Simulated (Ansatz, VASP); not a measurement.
# Ta2SNO (Ta2NOS MXene monolayer): VASP beside Ansatz

Aim: how closely do two programs agree when they are given the same cell, functional and k mesh? The cell is taken from a series of runs on this material, whose earlier steps may have relaxed, scaled, displaced or heated it; both programs get it as it stands.

Main program and level: Ansatz 0.2.0; plane waves, with VASP 6.6.1 beside it; single point at LDA.

## (1) The starting structure

The cell holds 5 atoms: 1 S, 2 Ta, 1 N and 1 O. Its edges and angles: a = 3.155 Å, b = 3.155 Å, c = 22.959 Å, α = 90.0°, β = 90.0°, γ = 120.0°. Vacuum lies along c.

## (2) Ansatz: single point, LDA

Ansatz runs on its default PAW (the set named soft_2) files.

With cell and atoms fixed, the geometry can't cause a difference; cores, projectors, grids and the points listed under the comparison can.

File input.yaml:

```yaml
crystal:
  lattice:
    - [3.1553117767, 0.0, 0.0]
    - [-1.5776558884, 2.7325801555, 0.0]
    - [0.0, 0.0, 22.9594287815]
  atoms:
    - { symbol: S, position: [0.3333333333, 0.6666666667, 0.3919958151] }
    - { symbol: Ta, position: [0.6666666667, 0.3333333333, 0.462216008] }
    - { symbol: "N", position: [0.0, 0.0, 0.5153036167] }
    - { symbol: Ta, position: [0.3333333333, 0.6666666667, 0.5633486117] }
    - { symbol: O, position: [0.6666666667, 0.3333333333, 0.6080041849] }
kpoints:
  mp_grid: { grid: [18, 18, 1] }
  band_path:
    path: [[0, 0, 0], [0.5, 0, 0], [0.33333333, 0.33333333, 0], [0, 0, 0]]
    npoints: 16
hamiltonian:
  xc: lda
scf:
  occupations: { method: fermi_dirac, width: 0.05 }
  convergence: { dr2_threshold: 1.0e-10 }
efield:
  axis: 3
  dipole_correction: true
  ramp_position: 0.97
  ramp_width: 0.06
  amplitude: 0
output:
  dos: { projected: true, e_range: [-6, 5] }
  bader: true
  write_potential: true
  write_density: true
  volumetric_format: npy
  elf: true
```

Run with:

```console
ansatz run input.yaml --threads 2 --pin off --max-ram 3072MiB --backend cpu --events-out ev --progress --plain --runs-dir out
```

Numbers of over 12 decimals in the logs are rounded to 6 here.

The log of the run:

```text
Engine: ansatz 0.2.0, aarch64-unknown-linux-gnu
Pseudopotentials: kind: paw
Pseudopotential: S, paw, valence charge 6, recommended cutoff 420 eV (normal), S.paw.azcp
Pseudopotential: Ta, paw, valence charge 13, recommended cutoff 420 eV (normal), Ta.paw.azcp
Pseudopotential: N, paw, valence charge 5, recommended cutoff 420 eV (normal), N.paw.azcp
Pseudopotential: O, paw, valence charge 6, recommended cutoff 420 eV (normal), O.paw.azcp
Functional definition: SPW92
  exchange = slater_x
  correlation = pw_c
Crystal: 5 atoms, lattice volume = 197.959 Å³
Basis set: ecut = 420 eV, 3821 PW (Γ)
Bands: 27, of which v1, the nominal top of the filled ones, is band 22 counted from 1 (21 counted from 0)
Symmetry: 6 space group operations
Space group: P3m1 (ITA 156), of the structure as read, at distance tolerance 5.8e-5 Å
k-points: 37 of 324 (time reversal used)
Non-local potential: S, projectors of the file, l = 0: 2, l = 1: 2, l = 2: 2
Non-local potential: Ta, projectors of the file, l = 0: 3, l = 1: 2, l = 2: 2, l = 3: 1
Non-local potential: N, projectors of the file, l = 0: 2, l = 1: 2, l = 2: 1
Non-local potential: O, projectors of the file, l = 0: 2, l = 1: 2, l = 2: 1
PAW form: soft (Blöchl's): semilocal exchange-correlation on the pseudo side does not see the compensation charge
PAW frozen core: S, regenerated for the run's functional, and the local potential with it (the file was generated under x = pbe(κ = 0.804, μ = 0.219515), c = pbe(β = 0.066725))
PAW frozen core: Ta, regenerated for the run's functional, and the local potential with it (the file was generated under x = pbe(κ = 0.804, μ = 0.219515), c = pbe(β = 0.066725))
PAW frozen core: N, regenerated for the run's functional, and the local potential with it (the file was generated under x = pbe(κ = 0.804, μ = 0.219515), c = pbe(β = 0.066725))
PAW frozen core: O, regenerated for the run's functional, and the local potential with it (the file was generated under x = pbe(κ = 0.804, μ = 0.219515), c = pbe(β = 0.066725))
PAW one-centre angular grid: S, 110 points (default); XC on 64 Gauss nodes
PAW one-centre angular grid: Ta, 590 points (default); XC on 64 Gauss nodes
PAW one-centre angular grid: N, 110 points (default); XC on 64 Gauss nodes
PAW one-centre angular grid: O, 110 points (default); XC on 64 Gauss nodes
Initial density: superposition of atomic densities (neutral atoms: chi_scale 0, normalization atom), corrected by the library's trained network
Initial wavefunctions: pseudopotential atomic-orbital guess
Functional: x = slater, c = lda
SCF iter   1: F=—  HF=-21169.067032 eV  |F-HF|=—  |Δ(HF+E_count)|=         —  Δρ=7.93e-3  dr2=2.05e-1  ethr=1.77e-3  p=0.001 e·Å  D=1.22e-3 V/Å  ΔV_dip=-0.03 eV  dr2_dipole=1.95e-5  V_vac-E_F(+/−)=5.61/5.64 eV  ⟨swp⟩=9.8  Hψ=6219  notcnv=0
efield: sawtooth ramp at fractional position 0.9700 (set: `efield.ramp_position`, or a place that a band, a saddle search or an elastic batch's reference lends), width 0.0600; the density the first Hamiltonian is built on has a dipole p = 0.001 e·Å; the dipole correction subtracts the counter field D = 1.22e-3 V/Å, which shifts the + side's vacuum level by -0.03 eV against the − side's; the planar-averaged density in the ramp window peaks in size at 1.2e-5 e/Å³
preconditioner: auto → LDOS  [insulator: Δε(μ)=0.117 eV  Ē_g=9.678 eV  σ=0.050 eV  W_gap=0.51  n_scr=14 (ndim 8)  ℏωp=13.7 eV  f_vac=0.652  D(μ)=0.91/eV (n_scr^D=6)  ε∞_Penn≈3.0  β→1.0]
SCF iter   2: F=—  HF=-21169.078370 eV  |F-HF|=—  |Δ(HF+E_count)|=   1.13e-2  Δρ=8.36e-3  dr2=2.64e-1  ethr=4.77e-4  p=-0.012 e·Å  D=-1.08e-2 V/Å  ΔV_dip=0.25 eV  dr2_dipole=1.70e-3  V_vac-E_F(+/−)=5.19/4.94 eV  ⟨swp⟩=4.1  Hψ=2314  notcnv=0  defer=11
SCF iter   3: F=—  HF=-21169.033594 eV  |F-HF|=—  |Δ(HF+E_count)|=   4.48e-2  Δρ=6.45e-4  dr2=1.69e-3  ethr=4.77e-4  p=0.004 e·Å  D=3.49e-3 V/Å  ΔV_dip=-0.08 eV  dr2_dipole=2.25e-4  V_vac-E_F(+/−)=5.30/5.38 eV  ⟨swp⟩=3.1  Hψ=1843  notcnv=0  defer=11
SCF iter   4: F=—  HF=-21169.033344 eV  |F-HF|=—  |Δ(HF+E_count)|=   2.49e-4  Δρ=2.37e-4  dr2=3.84e-4  ethr=3.92e-6  p=0.001 e·Å  D=6.55e-4 V/Å  ΔV_dip=-0.02 eV  dr2_dipole=1.18e-4  V_vac-E_F(+/−)=5.31/5.32 eV  ⟨swp⟩=3.3  Hψ=1916  notcnv=0  defer=11
SCF iter   5: F=—  HF=-21169.033323 eV  |F-HF|=—  |Δ(HF+E_count)|=   2.11e-5  Δρ=6.39e-5  dr2=8.12e-6  ethr=8.92e-7  p=0.002 e·Å  D=1.96e-3 V/Å  ΔV_dip=-0.04 eV  dr2_dipole=6.39e-7  V_vac-E_F(+/−)=5.29/5.34 eV  ⟨swp⟩=2.1  Hψ=1259  notcnv=0  defer=11
SCF iter   6: F=—  HF=-21169.033317 eV  |F-HF|=—  |Δ(HF+E_count)|=   5.96e-6  Δρ=1.83e-5  dr2=6.05e-7  ethr=1.89e-8  p=0.002 e·Å  D=2.16e-3 V/Å  ΔV_dip=-0.05 eV  dr2_dipole=2.23e-8  V_vac-E_F(+/−)=5.29/5.34 eV  ⟨swp⟩=3.5  Hψ=2247  notcnv=0  defer=11
SCF iter   7: F=—  HF=-21169.033226 eV  |F-HF|=—  |Δ(HF+E_count)|=   9.16e-5  Δρ=3.86e-6  dr2=3.05e-8  ethr=1.41e-9  p=0.002 e·Å  D=2.15e-3 V/Å  ΔV_dip=-0.05 eV  dr2_dipole=1.49e-9  V_vac-E_F(+/−)=5.29/5.34 eV  ⟨swp⟩=3.0  Hψ=2150  notcnv=0  defer=11
SCF iter   8: F=—  HF=-21169.033226 eV  |F-HF|=—  |Δ(HF+E_count)|=   1.46e-8  Δρ=9.69e-7  dr2=1.34e-9  ethr=7.09e-11  p=0.002 e·Å  D=2.16e-3 V/Å  ΔV_dip=-0.05 eV  dr2_dipole=2.17e-13  V_vac-E_F(+/−)=5.29/5.34 eV  ⟨swp⟩=2.8  Hψ=1724  notcnv=0  defer=11
SCF iter   9: F=—  HF=-21169.033226 eV  |F-HF|=—  |Δ(HF+E_count)|=   2.24e-9  Δρ=3.79e-7  dr2=4.11e-10  ethr=1.00e-12  p=0.002 e·Å  D=2.15e-3 V/Å  ΔV_dip=-0.05 eV  dr2_dipole=2.86e-11  V_vac-E_F(+/−)=5.29/5.34 eV  ⟨swp⟩=8.2  Hψ=4037  notcnv=0
SCF iter  10: F=-21169.033226 eV  HF=-21169.033226 eV  |F-HF|=4.37e-11  |Δ(HF+E_count)|=  7.64e-11  Δρ=8.42e-8  dr2=1.71e-11  ethr=1.00e-12  p=0.002 e·Å  D=2.15e-3 V/Å  ΔV_dip=-0.05 eV  dr2_dipole=1.63e-13  V_vac-E_F(+/−)=5.29/5.34 eV  ⟨swp⟩=1.0  Hψ=2603  notcnv=0
SCF 1 converged in 10 iterations: F = -21169.033226 eV  dr2 = 1.71e-11
  greatest PAW one-centre occupation: 1.000 electrons in one spin orbital (limit 2), on the Ta atom at site 1 (counted from 0), in its partial waves of l = 0
NSCF: frozen V_eff on 49 k-points
efield: sawtooth ramp at fractional position 0.9700 (kept from the solve that this one continues, or follows in the run), width 0.0600; the density the first Hamiltonian is built on has a dipole p = 0.002 e·Å; the dipole correction subtracts the counter field D = 2.15e-3 V/Å, which shifts the + side's vacuum level by -0.05 eV against the − side's; the planar-averaged density in the ramp window peaks in size at 4.0e-6 e/Å³
WARN: The output density's exchange-correlation potential varies sharply where the density is thin. Do not read a vacuum level from v_tot or v_xc, or from such a field of the output density. On a cell that repeats whose density bears no net charge and no dipole along the vacuum's axis use v_es (v_loc + v_h of the components); under efield.dipole_correction with no amplitude use v_es + v_field, which holds any externa [...]
SCF converged after 10 iterations
Free energy (F): -21169.033226 eV
Harris-Foulkes:  -21169.033226 eV  (|F-HF|=4.37e-11)
Internal energy: -21169.025264 eV  (E = F + TS)
E sigma→0 (E₀):  -21169.029245 eV
Entropy (-TS):   -0.007962 eV (-1.592 meV/atom)
Fermi energy:    1.407540 eV
Dipole field:    D = 0.002155 V/Å  (p = 0.002357 e·Å, saw-weighted, corrected)
Work function:   Φ+ = 5.2892 eV   Φ− = 5.3387 eV
Levels:          The Fermi level and band energies are counted from a zero that moves with the ramp; work functions are not
--- Per-component energies (eV) ---
  E_band       = -849.242491
  E_kinetic    = 1152.967355
  E_local      = -43398.787892  (includes V_loc(G=0)·N_el)
  E_nonlocal   = 167.477574
  E_hartree    = 21099.129370
  E_xc         = -665.071566
  E_vxc        = -669.155014  (∫ρ·V_xc dr)
  E_paw        = -17132.921474  (= ΣΔE_a)
  E_vpaw       = -299.985560  (= ΣTr[D̂ρ^β])
  E_aug_tail   = 0.002920  (compensation charges beyond the density's cutoff)
  E_efield     = 0.000003  (sawtooth field / dipole correction)
  E_vefield    = -0.020222  (∫n·V_field dr)
  E_ewald      = 17607.330477
  E_core_change = 0.847969  (= ΣΔE_core)
  E_smearing   = -0.007962  (= −TS)
  E_closure    = 0.000000  (closes the sum)
  Σ components = -21169.033226   (vs F -21169.033226, Δ=0.00e0)
--- Band table (eV; the first three rows and the last of 37) ---
  k-point 0: bands = [... 18 lower, -0.2198, -0.2198, 0.2362, 0.2362, 0.7597, 2.4594, 2.8592, 2.8592, ... 1 higher]
  k-point 1: bands = [... 18 lower, -0.5630, -0.4180, 0.3018, 0.4918, 0.8906, 2.4611, 2.8945, 2.9662, ... 1 higher]
  k-point 2: bands = [... 18 lower, -0.9692, -0.6493, 0.0837, 0.8745, 1.2180, 2.5386, 3.0370, 3.1739, ... 1 higher]
  k-point 36: bands = [... 18 lower, -3.0366, -2.4300, 0.9586, 1.6759, 1.9820, 3.6852, 4.0449, 4.4819, ... 1 higher]
--- Bader charges: 5 sites ---
  site symbol  charge [e]  shift [e]
     0      S     -0.8283     0.0027
     1     Ta      1.6701     0.0034
     2      N     -1.7991     0.0001
     3     Ta      2.1715     0.0018
     4      O     -1.2141     0.0012
  estimated error of the sums over rays = 7.2e-4 e
```

Reading the cycles: dr2 is the Hartree energy of the density residual (eV), the measure of convergence; HF is the Harris–Foulkes estimate of the energy, which meets the free energy F at convergence.

## (3) VASP: single point, LDA

The same cell, functional (in two slightly different forms), mesh and smearing now go to VASP, with its own data sets.

Lines of VASP's logs that name or quote its potential files are left out, and so is its time.

File INCAR:

```
SYSTEM = Ta2SNO
PREC = Accurate
ENCUT = 520
EDIFF = 1E-06
NELM = 120
ISMEAR = -1
SIGMA = 0.05
LREAL = .FALSE.
ALGO = Normal
GGA = PW92
NBANDS = 25
LASPH = .TRUE.
LORBIT = 11
LWAVE = .FALSE.
LCHARG = .FALSE.
ISIF = 2
LDIPOL = .TRUE.
IDIPOL = 3
DIPOL = 0.5 0.5 0.509
LVHAR = .TRUE.
GGA_COMPAT = .FALSE.
NELMDL = -8
KPAR = 2
```

File POSCAR:

```
Ta2SNO
1.0
    3.1553117767      0.0000000000      0.0000000000
   -1.5776558884      2.7325801555      0.0000000000
    0.0000000000      0.0000000000     22.9594287815
S Ta N O
1 2 1 1
Direct
    0.3333333333      0.6666666667      0.3919958151
    0.6666666666      0.3333333334      0.4622160080
    0.3333333333      0.6666666667      0.5633486117
    1.0000000000      0.0000000000      0.5153036167
    0.6666666666      0.3333333334      0.6080041849
```

File KPOINTS:

```
Automatic mesh
0
Gamma
18 18 1
0 0 0
```

The projector-augmented-wave data sets are S, Ta_pv, N and O (LDA family, release 64).

Run with:

```console
mpirun -np 2 vasp_std
```

The log of the run:

```text
[banner, memory and clock lines left out]
running    2 mpi-ranks, on    1 nodes
 distrk:  each k-point on    1 cores,    2 groups
 distr:  one band on    1 cores,    1 groups

 POSCAR found type information on POSCAR S TaN O
 POSCAR found :  4 types and       5 ions
|                                                                             |
|               ----> ADVICE to this user running VASP <----                  |
|                                                                             |
|     You enforced a specific xc type in the INCAR file but a different       |
|     [... a line on the potential file left out ...]
|     I HOPE YOU KNOW WHAT YOU ARE DOING!                                     |
|                                                                             |

 LDA part: xc-table for (Slater(with rela. corr.)+PW92), standard interpolation
 POSCAR, INCAR and KPOINTS ok, starting setup
 FFT: planning ... GRIDC
 FFT: planning ... GRID_SOFT
 FFT: planning ... GRID
 WAVECAR not read
 entering main loop
       N       E                     dE             d eps       ncg     rms          rms(c)
DAV:   1     0.334453585180E+03    0.33445E+03   -0.20094E+04  2146   0.130E+03
DAV:   2    -0.277066235020E+02   -0.36216E+03   -0.35655E+03  2342   0.329E+02
DAV:   3    -0.583251520081E+02   -0.30619E+02   -0.30325E+02  2394   0.949E+01
DAV:   4    -0.590806819737E+02   -0.75553E+00   -0.75252E+00  2436   0.156E+01
DAV:   5    -0.591005059451E+02   -0.19824E-01   -0.19802E-01  2460   0.241E+00
DAV:   6    -0.591013518057E+02   -0.84586E-03   -0.84564E-03  2524   0.481E-01
DAV:   7    -0.591013858741E+02   -0.34068E-04   -0.34064E-04  2516   0.914E-02
DAV:   8    -0.591013873486E+02   -0.14745E-05   -0.14743E-05  2372   0.193E-02    0.360E+01
DAV:   9    -0.532725966053E+02    0.58288E+01   -0.36553E+01  2199   0.391E+01    0.166E+01
DAV:  10    -0.533340778178E+02   -0.61481E-01   -0.98755E+00  2324   0.153E+01    0.764E+00
DAV:  11    -0.537711751270E+02   -0.43710E+00   -0.21079E+01  2468   0.242E+01    0.385E+00
DAV:  12    -0.528200359966E+02    0.95114E+00   -0.96409E+00  2478   0.121E+01    0.684E-01
DAV:  13    -0.528255969347E+02   -0.55609E-02   -0.26574E-01  2290   0.289E+00    0.627E-01
DAV:  14    -0.528253720205E+02    0.22491E-03   -0.12541E-02  2451   0.660E-01    0.452E-01
[...]
DAV:  22    -0.528245153763E+02   -0.73038E-04   -0.71737E-06  2172   0.123E-02    0.154E-02
DAV:  23    -0.528245704398E+02   -0.55063E-04   -0.66975E-06  2117   0.127E-02    0.849E-03
DAV:  24    -0.528246008874E+02   -0.30448E-04   -0.18607E-06  1588   0.710E-03    0.279E-03
DAV:  25    -0.528246075480E+02   -0.66606E-05   -0.70582E-07  1282   0.482E-03    0.163E-03
DAV:  26    -0.528246124809E+02   -0.49329E-05   -0.24035E-07  1293   0.228E-03    0.624E-04
DAV:  27    -0.528246135270E+02   -0.10461E-05   -0.12049E-07  1326   0.127E-03    0.505E-04
DAV:  28    -0.528246147654E+02   -0.12385E-05   -0.73104E-08  1109   0.134E-03    0.412E-04
DAV:  29    -0.528246157346E+02   -0.96920E-06   -0.37295E-08  1141   0.725E-04
   1 F= -.52824616E+02 E0= -.52820641E+02  d E =-.794955E-02
```

[end of part 1 of 2]

[Lines on the potential files, build, host, timing and source positions are cut from VASP's logs without a mark.]

[Logs are printed without paths, hosts, clocks, repeated set-up lines and the standing remarks that a program may print on its own settings, such as how far it seeks lower states.]

[Hosts, paths, dates, database ids (printed as entryN), source tags and the programs' standing remarks are cut or masked in the printed files.]
